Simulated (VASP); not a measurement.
Crystal: Cu.

```
Cu
1.0
     0.00000    1.80750    1.80750
     1.80750    0.00000    1.80750
     1.80750    1.80750    0.00000
Cu
1
Direct
  0.00000 0.00000 0.00000
```

| Quantity | Value |
| --- | --- |
| Program | VASP 6.6.1 |
| Task | relaxation of cell and atoms |
| Functional | LDA |
| Potentials or basis | VASP PAW LDA potentials, release 64 (Cu) |
| Cutoff | 600 eV |
| k mesh | 22 × 22 × 22 |
| Occupations | methfessel-paxton, width 0.1 eV |
| Spin | no spin polarisation |

At the start: pressure -11.7 GPa; volume 11.81 Å³/atom.

Question: How do energy, volume and symmetry change on relaxing?

Answer: Over 3 steps the energy falls by 34.4 meV/atom and the volume is 10.94 Å³/atom (-7.4 %); space group Fm-3m (No. 225, to 0.05 Å).

The path:
```tsv
step	energy change (eV)	largest force (eV/Å)	pressure (GPa)	volume (Å³)
1	0.0000	0.0000	-11.70	11.81
2	-0.0173	0.0000	10.66	10.40
3	-0.0344	0.0000	-0.08	10.94
```

Final structure:
```
CELL_PARAMETERS angstrom
0.00000 1.76208 1.76208
1.76208 0.00000 1.76208
1.76208 1.76208 0.00000
ATOMIC_POSITIONS crystal
Cu 0.00000 0.00000 0.00000
```
